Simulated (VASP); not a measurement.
Data:

```yaml
crystal:
  lattice:
    - [4.57472, 0.00000, 0.00000]
    - [-2.28736, 3.96182, 0.00000]
    - [0.00000, 0.00000, 2.75960]
  atoms:
    - { symbol: Pd, position: [0.00000, 0.00000, 0.00000] }
    - { symbol: Ge, position: [0.33333, 0.66667, 0.50000] }
    - { symbol: Ge, position: [0.66667, 0.33333, 0.50000] }
```

All values below come from r2SCAN meta-GGA, VASP's PBE PAW potentials (set 64) (plane waves; VASP). Settings: 400 eV cut-off, 9×9×12 Γ-centred mesh, tetrahedra with Blöchl corrections, potentials Pd Ge_d.

The cores are frozen, which limits the accuracy of field gradients.

**Question.** Give the principal components of the electric field gradient (V/Å²) and the asymmetry η at each nucleus.

**Answer.** 
| atom | Vxx | Vyy | Vzz | η |
|---|---|---|---|---|
| Pd1 | 28.6 | 28.6 | -57.1 | 0.00 |
| Ge2 | -16.5 | -16.5 | 33.0 | 0.00 |
| Ge3 | -16.5 | -16.5 | 33.0 | 0.00 |

The structure was generated: Ge2Pd was put into the AlB2 type (P6/mmm), which need not be its known phase. It was relaxed first, which changed the volume by -41 %.
